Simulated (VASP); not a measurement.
The system is Ge.

```xyz
2
Lattice="0.0000 2.8289 2.8289 2.8289 0.0000 2.8289 2.8289 2.8289 0.0000" Properties=species:S:1:pos:R:3 pbc="T T T"
Ge    0.0000    0.0000    0.0000
Ge    1.4145    1.4145    1.4145
```

- Program: VASP 6.6.1
- Task: relaxation of cell and atoms
- Functional: PBE
- Potentials or basis: VASP PAW PBE potentials, release 64 (Ge_d)
- Cutoff: 520 eV
- k mesh: 6 × 6 × 6
- Occupations: gaussian, width 0.02 eV
- Spin: no spin polarisation

At the start: pressure 3.4 GPa; volume 22.64 Å³/atom.

Q: Where does the relaxation end?

A: Over 14 steps the energy falls by 13.6 meV/atom and the volume is 23.87 Å³/atom (+5.4 %); space group Fd-3m (No. 227, to 0.05 Å).

The path:
```tsv
step	energy change (eV)	largest force (eV/Å)	pressure (GPa)	volume (Å³)
1	0.0000	0.0000	3.42	45.28
2	-0.0254	0.0000	-0.78	48.52
3	-0.0272	0.0000	-0.10	47.87
4	-0.0272	0.0000	-0.02	47.79
5	-0.0272	0.0000	0.05	47.74
6	-0.0272	0.0000	0.07	47.74
7	-0.0272	0.0000	0.05	47.74
8	-0.0272	0.0000	0.05	47.74
9	-0.0272	0.0000	0.05	47.74
10	-0.0272	0.0000	0.05	47.74
11	-0.0272	0.0000	0.06	47.74
12	-0.0272	0.0000	0.06	47.74
13	-0.0272	0.0000	0.06	47.74
14	-0.0272	0.0000	0.01	47.74
```

Final structure:
```yaml
crystal:
  lattice:
    - [0.00000, 2.87930, 2.87930]
    - [2.87930, 0.00000, 2.87930]
    - [2.87930, 2.87930, 0.00000]
  atoms:
    - { symbol: Ge, position: [0.00000, 0.00000, 0.00000] }
    - { symbol: Ge, position: [0.25000, 0.25000, 0.25000] }
```
